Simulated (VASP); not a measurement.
Here is the system:

```
MgB2
1.0
    1.57320    -2.72486     0.00000
    1.57320     2.72486     0.00000
    0.00000     0.00000     3.55178
Mg B
1 2
Cartesian
  0.00000   0.00000   3.55178
  1.57320   0.90829   1.77589
  1.57320  -0.90829   1.77589
```

Level of theory: vdW-DF-cx, VASP's PBE PAW potentials (set 64) (plane waves; VASP). Run with 520 eV cut-off, 11×11×9 Γ-centred mesh, first-order Methfessel-Paxton smearing of 0.10 eV, potentials Mg B.

Question: The ions and cell shape at fixed volume are relaxed. What does this cell relax into?

Answer: 
```
MgB2
1.0
    1.55985    -2.70175     0.00000
    1.55985     2.70175     0.00000
    0.00000     0.00000     3.61279
Mg B
1 2
Direct
  0.00000   0.00000   0.00000
  0.33333   0.66667   0.50000
  0.66667   0.33333   0.50000
```
Space group P6/mmm (191), at a tolerance of 0.03 Å.

Question: How much energy does the relaxation gain?

Answer: The energy (σ→0) changes by -4.0 meV/atom, in 3 ionic steps.

The compound is MgB2 in the AlB2 type structure. This cell is one point of a volume scan, at 1.06 of the reference volume. Symmetry was kept, so distortions that lower it aren't found.
